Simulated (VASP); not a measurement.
Input:

```
As
1.0
    5.16241    -1.79406     0.50936
    5.16241     1.79406     0.50936
    4.24597     0.00000     3.47855
As
2
Direct
  0.21708   0.21708   0.20996
  0.78842   0.78842   0.78842
```

These are r2SCAN meta-GGA, VASP's PBE PAW potentials (set 64) (plane waves; VASP) values and carry that method's errors. Run with 480 eV cut-off, 8×8×8 Γ-centred mesh, Gaussian smearing of 0.050 eV, potentials As.

Problem. Which forces act on the atoms, in eV/Å?

Solution. 
| atom | Fx | Fy | Fz |
|---|---|---|---|
| As1 | -0.640 | 0.000 | -0.084 |
| As2 | 0.640 | 0.000 | 0.084 |

Problem. Give the stress tensor in GPa (positive for a compressed cell).

Solution. 
```
-2.57   0.00  -0.12
 0.00  -0.57   0.00
-0.12   0.00  -0.68
```
The pressure is its mean diagonal, -1.27 GPa.

The compound is As in the a7 structure. This cell was strained or had an atom moved on purpose.
